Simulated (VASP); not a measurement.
All values below come from rev-vdW-DF2, VASP's PBE PAW potentials (set 64) (plane waves; VASP).

VASP input:

### POSCAR
```
ZrB2
1.0
  1.5773694155  -2.7320844331   0.0000000000
  1.5773694155   2.7320844331   0.0000000000
  0.0000000000   0.0000000000   3.5119726413
Zr B
1 2
direct
  0.0000000000   0.0000000000   0.0000000000
  0.3333330000   0.6666670000   0.5000000000
  0.6666670000   0.3333330000   0.5000000000
```

INCAR:
```
SYSTEM = ZrB2
PREC = Accurate; ENCUT = 520; LREAL = .FALSE.
LASPH = .TRUE.
EDIFF = 1E-6; NELM = 100; ALGO = Normal
LMAXMIX = 4
ISMEAR = 1; SIGMA = 0.1
GGA = MK; LUSE_VDW = .TRUE.; AGGAC = 0.0
PARAM1 = 0.1234568; PARAM2 = 0.7114; ZAB_VDW = -1.8867
IBRION = 2; NSW = 60; ISIF = 3
EDIFFG = -0.02
LWAVE = .FALSE.; LCHARG = .FALSE.
```

File KPOINTS:
```
Automatic mesh
0
gamma
  10 10 8
```

POTCAR, in this order: Zr_sv B (PBE.64 set). Program: vasp_std.

### Question
Predict the energy per atom (σ→0), volume per atom, band gap (on the k-mesh).

### Answer

```json
{
 "energy per atom (σ→0)": "-7.241 eV/atom",
 "band gap (on the k-mesh)": "none (metal, semimetal or under 0.01 eV)",
 "volume_per_atom": "10.22 Å³/atom"
}
```

**OSZICAR**
```
...
   3 F= -.21721420E+02 E0= -.21721342E+02  d E =-.431347E-02
       N       E                     dE             d eps       ncg     rms          rms(c)
DAV:   1    -0.217221391074E+02   -0.71976E-03   -0.35726E-02  1915   0.191E+00    0.132E-01
DAV:   2    -0.217217982954E+02    0.34081E-03   -0.90535E-04  2075   0.258E-01    0.712E-02
DAV:   3    -0.217216632139E+02    0.13508E-03   -0.33693E-04  2080   0.164E-01    0.251E-02
DAV:   4    -0.217216638794E+02   -0.66553E-06   -0.10299E-05  2190   0.287E-02    0.856E-03
DAV:   5    -0.217216641070E+02   -0.22762E-06   -0.59613E-07  1215   0.841E-03
   4 F= -.21721664E+02 E0= -.21721585E+02  d E =-.244448E-03
```

The compound is ZrB2 in the AlB2 type structure. This run relaxes it. Symmetry was kept, so distortions that lower it aren't found.
